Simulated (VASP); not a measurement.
A run of VASP 6.6.1:

INCAR

```
SYSTEM = GdO
  ALGO = Normal
  EDIFF = 1E-8
  ENCUT = 520
  GGA = PE
  ISIF = 2
  ISMEAR = 0
  ISPIN = 2
  LASPH = .True.
  LCHARG = .False.
  LEFG = .True.
  LMAXMIX = 6
  LORBIT = 11
  LREAL = .False.
  LWAVE = .False.
  MAGMOM = 7 0
  NELM = 120
  PREC = Accurate
  SIGMA = 0.02
```

The input KPOINTS:

```
k-points
0
Gamma
  9 9 9
  0 0 0
```

Contents of POSCAR:

```
GdO
1.0
    0.0000000000      2.7000000000      2.7000000000
    2.7000000000      0.0000000000      2.7000000000
    2.7000000000      2.7000000000      0.0000000000
Gd O
1 1
Direct
    0.0000000000      0.0000000000      0.0000000000
    0.7500000000      0.7500000000      0.7500000000
```

Potentials or basis: VASP PAW PBE potentials, release 64 (Gd, O).

Run with:

```console
$ cat potpaw_PBE.64/Gd/POTCAR potpaw_PBE.64/O/POTCAR > POTCAR
$ mpirun -np 1 vasp_std > vasp.out
```

Hardware: 1 thread of Intel(R) Xeon(R) Platinum 8375C CPU @ 2.90GHz (Ice Lake), with other jobs on the host.

Question: How long does it take, and how much memory?

Answer: Run time: 2.4 min on 1 thread of Intel(R) Xeon(R) Platinum 8375C CPU @ 2.90GHz (Ice Lake), on a shared host, peak memory 0.21 GiB. Counts: scf iterations 28, k points 35.
